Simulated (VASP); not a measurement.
Cost and result of VASP (PAW) for the lattice constant a of BN (zinc blende). Static lattice. The cost counts the five points of the equation of state, each on the mesh and cut-off of its row, so the ratios hold those differences too. With PBE it took about 30 core-seconds. The timings are rough (shared machines, no repeats); factors under 2 mean little.

Measured: 3.593 Å at 0 K (as given by Tamar Goldzak et al., The Journal of Chemical Physics (2022), arXiv:2208.04865; corrected for zero-point motion).

| level | k-mesh | cut-off (eV) | lattice constant a (Å) | error (%) | cost over PBE |
|---|---|---|---|---|---|
| LDA | 13×13×13 | 520 | 3.584 | -0.2 | within a factor of 2 |
| PBEsol | 12×12×12 | 520 | 3.608 | +0.4 | within a factor of 2 |
| PBE | 12×12×12 | 520 | 3.626 | +0.9 | reference |
| r2SCAN | 12×12×12 | 520 | 3.614 | +0.6 | about 6 times |
| SCAN | 12×12×12 | 520 | 3.608 | +0.4 | about 7 times |

Within 0.5 % of the measurement lie LDA, PBEsol, SCAN; LDA, PBEsol stand at the low end of their costs, within a factor of 2 against PBE.

Left out are levels that failed, ran on another kind of processor or have no fit band path; at most nine are shown.

The compound is BN in the zinc blende structure.
